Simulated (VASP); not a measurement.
Consider the following.

```xyz
2
Lattice="0.0000 2.1994 2.1994 2.1994 0.0000 2.1994 2.1994 2.1994 0.0000" Properties=species:S:1:pos:R:3 pbc="T T T"
Si     0.0000     0.0000     0.0000
C      1.0997     1.0997     1.0997
```

Level of theory: RPBE GGA, VASP's PBE PAW potentials (set 64) (plane waves; VASP 6.6.1). Settings: 520 eV cut-off, 10×10×10 Γ-centred mesh, Gaussian smearing of 0.050 eV, potentials Si C.

Problem. Give the energy at these volumes per atom, relative to the lowest: 10.00, 10.32, 10.64, 10.96, 11.28 Å³.

Solution. 27.3, 6.5, 0.0, 5.8, 22.2 meV/atom. A third-order Birch-Murnaghan fit gives B0 = 205 GPa and B0′ = 3.9.

Measured: bulk modulus 229 GPa at 0 K (computed value off by -10.3 %), as given by Daniel Mejia-Rodriguez et al., Physical Review B (2018), arXiv:1807.09216 [0 K value with the zero-point phonon effect removed]; a 4.346 Å at 0 K (computed value off by +1.2 %), as given by Daniel Mejia-Rodriguez et al., Physical Review B (2018), arXiv:1807.09216 [static lattice: zero-point anharmonic expansion removed].

The compound is SiC in the zinc blende structure. It was relaxed first.
